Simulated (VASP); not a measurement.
OSZICAR of a VASP run on MoTe$_{2}$ (2H layered):

OSZICAR:
```
       N       E                     dE             d eps       ncg     rms          rms(c)
DAV:   1     0.392330938251E+03    0.39233E+03   -0.26716E+04  1512   0.145E+03
DAV:   2    -0.100081817154E+02   -0.40234E+03   -0.39479E+03  1582   0.323E+02
DAV:   3    -0.339737561132E+02   -0.23966E+02   -0.23731E+02  1518   0.668E+01
DAV:   4    -0.348992142882E+02   -0.92546E+00   -0.92026E+00  1699   0.122E+01
DAV:   5    -0.349300854405E+02   -0.30871E-01   -0.30857E-01  1704   0.231E+00    0.195E+01
DAV:   6    -0.342871353750E+02    0.64295E+00   -0.11321E+01  1428   0.158E+01    0.903E+00
DAV:   7    -0.341006760449E+02    0.18646E+00   -0.10745E+01  1462   0.130E+01    0.650E+00
DAV:   8    -0.336643558754E+02    0.43632E+00   -0.17578E+00  1640   0.608E+00    0.262E+00
DAV:   9    -0.336562832302E+02    0.80726E-02   -0.36531E-01  1681   0.269E+00    0.107E+00
DAV:  10    -0.336477735562E+02    0.85097E-02   -0.50993E-02  1717   0.110E+00    0.295E-01
DAV:  11    -0.336482112755E+02   -0.43772E-03   -0.41898E-03  1551   0.372E-01    0.988E-02
DAV:  12    -0.336482741067E+02   -0.62831E-04   -0.33816E-04  1729   0.937E-02    0.476E-02
DAV:  13    -0.336482648475E+02    0.92592E-05   -0.50229E-04  1443   0.134E-01    0.219E-02
DAV:  14    -0.336482736822E+02   -0.88347E-05   -0.40894E-05  1552   0.348E-02    0.650E-03
DAV:  15    -0.336482767394E+02   -0.30572E-05   -0.47373E-06  1361   0.140E-02    0.406E-03
DAV:  16    -0.336482771940E+02   -0.45465E-06   -0.16359E-06  1346   0.932E-03    0.379E-03
DAV:  17    -0.336482772650E+02   -0.70955E-07   -0.10721E-07  1116   0.222E-03
   1 F= -.33648277E+02 E0= -.33648277E+02  d E =0.000000E+00
```

Which electronic solver shows in the log?

It is blocked Davidson (ALGO = Normal, or the opening steps of other solvers). The INCAR had ALGO = Normal.

Can the final energy be trusted as converged?

The run converged. It stopped with EDIFF = 1E-7, NELM = 100 (RPBE GGA, plane waves, VASP's PBE PAW potentials (set 64)). Without a dispersion term in the relaxation, distances and binding between the weakly bound layers, chains or molecules are unreliable, and so is what depends on them.

The compound is MoTe2 in the 2H layered structure. It was relaxed first, which changed the volume by +34 %.
